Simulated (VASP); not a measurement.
Consider the following.

```yaml
crystal:
  lattice:
    - [1.60958, -2.78787, 0.00000]
    - [1.60958, 2.78787, 0.00000]
    - [0.00000, 0.00000, 5.23962]
  atoms:
    - { symbol: Ga, position: [0.66667, 0.33333, 0.50004] }
    - { symbol: Ga, position: [0.33333, 0.66667, 0.00004] }
    - { symbol: N, position: [0.66667, 0.33333, 0.87696] }
    - { symbol: N, position: [0.33333, 0.66667, 0.37696] }
```

All values below come from PBE GGA, VASP's PBE PAW potentials (set 64) (plane waves; VASP). Numerical set-up: 520 eV cut-off, 7×7×4 Γ-centred mesh, Gaussian smearing of 0.050 eV, potentials Ga_d N.

**Question.** Predict the energy per atom (σ→0).

**Answer.** 
The energy per atom (σ→0) is -6.082 eV/atom.

Only differences to runs with the same potentials and settings are physical.

The compound is GaN in the wurtzite structure. It was relaxed first. The start is the result of an earlier pass.
